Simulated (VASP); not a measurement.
BaTiO$_{3}$ (cubic perovskite): the lattice constant a from VASP (plane waves, PAW) at several levels of theory. Static lattice. The measured value holds thermal and zero-point effects that the static calculation lacks.

| level | lattice constant a (Å) | error against measurement |
|---|---|---|
| LDA | 3.953 | -1.2 % |
| PBE | 4.035 | +0.8 % |
| PBEsol | 3.986 | -0.4 % |
| SCAN | 4.003 | +0.1 % |
| r2SCAN | 4.010 | +0.2 % |

Measured: 4.001 Å (as given by Yubo Zhang et al., Physical Review B (2017), arXiv:1702.04817).

The cell of the LDA run:

```
BaTiO3
1.0
    3.95252     0.00000     0.00000
    0.00000     3.95252     0.00000
    0.00000     0.00000     3.95252
Ba Ti O
1 1 3
Direct
  0.00000   0.00000   0.00000
  0.50000   0.50000   0.50000
  0.50000   0.00000   0.50000
  0.00000   0.50000   0.50000
  0.50000   0.50000   0.00000
```

Only levels that ran to the end are used. Left out are those held back, those with too coarse a band path, GW runs whose mesh misses a band edge, hybrids' fits of cells that aren't cubic and levels without matching references; a question may draw on a part of the rest.

The compound is BaTiO3 in the cubic perovskite structure, the ideal cubic form; the compound distorts at low or room temperature.
